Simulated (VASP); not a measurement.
Calculation: LDA (Ceperley-Alder, Perdew-Zunger), VASP's LDA PAW potentials (set 64) (plane waves; VASP).

VASP input:

### POSCAR
```
Sc
1.0
  1.5784227826  -2.7339083767   0.0000000000
  1.5784227826   2.7339083767   0.0000000000
  0.0000000000   0.0000000000   4.8586999825
Sc
2
Direct
  0.3333330000   0.6666670000   0.2500000000
  0.6666670000   0.3333330000   0.7500000000
```

KPOINTS:
```
Automatic mesh
0
Gamma
13 13 8
0 0 0
```

INCAR:
```
SYSTEM = Sc
PREC = Accurate
ENCUT = 500
EDIFF = 1E-6
NELM = 100
ALGO = Normal
LREAL = .FALSE.
LASPH = .TRUE.
ISMEAR = 1
SIGMA = 0.1
LMAXMIX = 4
LWAVE = .FALSE.
LCHARG = .FALSE.
IBRION = 2
ISIF = 3
NSW = 40
EDIFFG = -0.02
PSTRESS = 50
```

POTCAR, in this order: Sc_sv (LDA.64 set). Program: vasp_std.

The resulting files:

File OSZICAR:
```
       N       E                     dE             d eps       ncg     rms          rms(c)
DAV:   1     0.376711858944E+03    0.37671E+03   -0.10882E+04  3182   0.161E+03
DAV:   2     0.818555081299E+01   -0.36853E+03   -0.36353E+03  4493   0.684E+02
DAV:   3    -0.142323000243E+02   -0.22418E+02   -0.21638E+02  5327   0.211E+02
DAV:   4    -0.145678362506E+02   -0.33554E+00   -0.33249E+00  4836   0.208E+01
DAV:   5    -0.145759491522E+02   -0.81129E-02   -0.80902E-02  5236   0.320E+00    0.908E+00
DAV:   6    -0.135657664242E+02    0.10102E+01   -0.22061E+00  3934   0.213E+01    0.288E+00
DAV:   7    -0.134145337301E+02    0.15123E+00   -0.54866E-01  4144   0.966E+00    0.680E-01
DAV:   8    -0.134015941164E+02    0.12940E-01   -0.19530E-02  4484   0.220E+00    0.180E-01
DAV:   9    -0.134011439615E+02    0.45015E-03   -0.29741E-03  4317   0.727E-01    0.167E-02
DAV:  10    -0.134011625211E+02   -0.18560E-04   -0.59850E-05  5200   0.127E-01    0.415E-03
DAV:  11    -0.134011632094E+02   -0.68826E-06   -0.75406E-07  2758   0.147E-02
   1 F= -.12092533E+02 E0= -.12092640E+02  d E =-.120925E+02
```

OUTCAR:
```
------------------------ aborting loop because EDIFF is reached ----------------------------------------
  FORCE on cell =-STRESS in cart. coord.  units (eV):
  Direction    XX          YY          ZZ          XY          YZ          ZX
  --------------------------------------------------------------------------------------
  Total        1.3204871      1.3204870      1.2719094     -0.0000000      0.0000000     -0.0000000
  in kB       50.4530433     50.4530404     48.5969903     -0.0000000      0.0000000     -0.0000000
  external PRESSURE =      -0.1656420 kB  Pullay stress =      50.0000000 kB
  volume of cell :       41.93
      direct lattice vectors                 reciprocal lattice vectors
     1.578422783 -2.733908377  0.000000000     0.316771910 -0.182888353  0.000000000
     1.578422783  2.733908377  0.000000000     0.316771910  0.182888353  0.000000000
     0.000000000  0.000000000  4.858699983     0.000000000  0.000000000  0.205816371
 POSITION                                       TOTAL-FORCE (eV/Angst)
 -----------------------------------------------------------------------------------
      1.57842      0.91130      1.21467        -0.000000      0.000000      0.000000
      1.57842     -0.91130      3.64402         0.000000     -0.000000      0.000000
 -----------------------------------------------------------------------------------
    total drift:                               -0.000097      0.000649     -0.000016
  FREE ENERGIE OF THE ION-ELECTRON SYSTEM (eV)
  ---------------------------------------------------
  free  energy   TOTEN  =       -13.4011632094 eV

  energy  without entropy=      -13.4014838159  energy(sigma->0) =      -13.40127008
  enthalpy is  TOTEN    =       -12.0925334361 eV   P V=        1.3086297733

 reached required accuracy - stopping structural energy minimisation
```
(Selected blocks of OUTCAR.)

OUTCAR:
```
 val. band max:        4.4347315539   @ k =   0.2308   0.2308   0.3750

 cond. band min:       4.4436178573   @ k =   0.3846  -0.0000   0.1250


 Fermi energy:         4.4368206819

 k-point     1 :       0.0000    0.0000    0.0000
  band No.  band energies     occupation
      1     -43.9737      2.00000
      2     -43.8197      2.00000
      3     -23.3311      2.00000
      4     -22.7224      2.00000
      5     -22.7224      2.00000
      6     -22.6026      2.00000
      7     -22.6026      2.00000
      8     -22.5499      2.00000
      9      -0.8738      2.00000
     10       2.5857      2.00000
     11       5.7192     -0.00000
     12       6.1607     -0.00000
     13       6.1607     -0.00000
     14       6.5813      0.00000
     15       6.7439      0.00000

 k-point     2 :       0.0769   -0.0000    0.0000
  band No.  band energies     occupation
      1     -43.9680      2.00000
      2     -43.8180      2.00000
      3     -23.3174      2.00000
      4     -22.7480      2.00000
      5     -22.7315      2.00000
      6     -22.6298      2.00000
      7     -22.6054      2.00000
      8     -22.5566      2.00000
      9      -0.7244      2.00000
     10       2.7074      2.00000
     11       5.5124     -0.00000
     12       5.8881     -0.00000
     13       6.2754     -0.00000
     14       6.6444      0.00000
     15       6.7821      0.00000

 k-point     3 :       0.1538   -0.0000    0.0000
  band No.  band energies     occupation
      1     -43.9519      2.00000
      2     -43.8135      2.00000
      3     -23.2779      2.00000
      4     -22.8195      2.00000
      5     -22.7559      2.00000
      6     -22.7033      2.00000
      7     -22.6138      2.00000
      8     -22.5765      2.00000
      9      -0.2921      2.00000
     10       3.0333      2.00000
     11       5.0382     -0.00000
     12       5.4096     -0.00000
     13       6.4105     -0.00000
     14       6.6198      0.00000
     15       6.6805      0.00000
...
```

The compound is Sc in the hcp structure. It was relaxed first under an external pressure of 5 GPa.
